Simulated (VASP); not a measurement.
Here is a VASP 6.6.1 calculation.

The input run.py:

```python
from ase.calculators.vasp import Vasp
from ase.dft.dos import DOS
from ase.io import read

atoms = read('Na2Ta3.xyz')
calc = Vasp(
    directory='calc',
    pp='PBE',
    setups='recommended',
    prec='Accurate',
    encut=520,
    ediff=1e-06,
    ismear=0,
    sigma=0.01,
    lreal=False,
    lasph=True,
    nelm=60,
    algo='Normal',
    isif=2,
    lwave=False,
    lcharg=False,
    lmaxmix=4,
    gga='91',
    ivdw=12,
    vdw_s6=1.0,
    vdw_s8=1.9598,
    vdw_a1=0.6319,
    vdw_a2=4.5718,
    lorbit=11,
    kpts=[8, 8, 5],
    gamma=True,
    nbands=32,
)
atoms.calc = calc

print('energy (eV):', atoms.get_potential_energy())
print('free energy (eV):', atoms.get_potential_energy(force_consistent=True))
print('forces (eV/A):')
print(atoms.get_forces())
print('stress (eV/A^3, Voigt):', atoms.get_stress())
print('Fermi level (eV):', calc.get_fermi_level())
dos = DOS(calc, width=0.05, window=(-10, 10), npts=301)
print('E - E_F (eV), DOS (1/eV)')
for e, g in zip(dos.get_energies(), dos.get_dos()):
    print(f'{e:8.3f} {g:10.4f}')
```

The input Na2Ta3.xyz:

```xyz
5
Lattice="3.9108538700 0.0000000000 0.0000000000 -1.9554269300 3.3868988000 0.0000000000 0.0000000000 0.0000000000 5.9564976100" Properties=species:S:1:pos:R:3 pbc="T T T"
Na     1.9554269562      1.1289662554      4.5347276147
Na    -0.0000000162      2.2579325446      1.4217699953
Ta     1.9554269562      1.1289662554      2.0913955254
Ta    -0.0000000162      2.2579325446      3.8651020846
Ta     0.0000000000      0.0000000000      0.0000000000
```

Potentials or basis: VASP PAW PBE potentials, release 64 (Na_pv, Ta_pv).

Run with:

```sh
$ python run.py
```

Problem. Predict the band gap on the k mesh.

Solution. None (metal or under the smearing width).

Problem. Predict the pressure.

Solution. 36.0 GPa.

Stress tensor (GPa, compression positive):
```
38.82  0.00  0.00
 0.00 38.82  0.00
 0.00  0.00 30.49
```

Caveat: a pressure of tens of GPa on the cell as given is suspect, and the run, the potentials or the cell itself is likely at fault; the PAW data sets were made with another functional, which shifts forces and pressure a little; pairwise dispersion overbinds metals, which lowers pressure and volume. Spin-orbit coupling is left out, which matters for the levels of Ta.
